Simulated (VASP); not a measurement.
A convergence study with VASP on PbTe (rock salt): one setting is varied, all else stays as given below, so the limit is that of these other settings.

```xyz
2
Lattice="0.0000 3.2300 3.2300 3.2300 0.0000 3.2300 3.2300 3.2300 0.0000" Properties=species:S:1:pos:R:3 pbc="T T T"
Te     3.2300     3.2300     3.2300
Pb     0.0000     0.0000     0.0000
```

The numbers are results of PBE GGA, VASP's PBE PAW potentials (set 64) (plane waves; VASP 6.6.1), not measurements. The tightest run used: 550 eV cut-off, 16×16×16 Γ-centred mesh, Gaussian smearing of 0.050 eV, potentials Te Pb_d.

Q: The settings run are 1×1×1 mesh; 2×2×2 mesh; 3×3×3 mesh; 4×4×4 mesh; 5×5×5 mesh; 7×7×7 mesh; 8×8×8 mesh; 9×9×9 mesh; 10×10×10 mesh; 11×11×11 mesh; 12×12×12 mesh; 13×13×13 mesh; 14×14×14 mesh; 15×15×15 mesh; 16×16×16 mesh. From which on does the stress (every component) stay within 0.5 GPa of the tightest run?

A: From 3×3×3 mesh on: it is off by 0.05 there and by no more than 0.5 in any finer run, while 2×2×2 mesh is off by 7.31.
```tsv
setting	E (eV/atom)	pressure (GPa)	irreducible k-points	difference judged (GPa)
1×1×1 mesh	-0.9493	26.15	1	24.01
2×2×2 mesh	-2.9135	9.45	3	7.31
3×3×3 mesh	-3.7742	2.09	4	0.05
4×4×4 mesh	-3.7464	2.15	8	0.01
5×5×5 mesh	-3.7509	2.14	10	0.01
7×7×7 mesh	-3.7508	2.13	20	0.01
8×8×8 mesh	-3.7501	2.15	29	0.01
9×9×9 mesh	-3.7504	2.14	35	0.00
10×10×10 mesh	-3.7502	2.14	47	0.00
11×11×11 mesh	-3.7503	2.14	56	0.00
12×12×12 mesh	-3.7502	2.14	72	0.00
13×13×13 mesh	-3.7502	2.14	84	0.00
14×14×14 mesh	-3.7502	2.14	104	0.00
15×15×15 mesh	-3.7502	2.14	120	0.00
16×16×16 mesh	-3.7502	2.14	145	0.00
```

Left out are rungs that failed or repeat a setting and relaxations that didn't move; long series are thinned to 24 rows.

The compound is PbTe in the rock salt structure. The cell was not relaxed at this level.
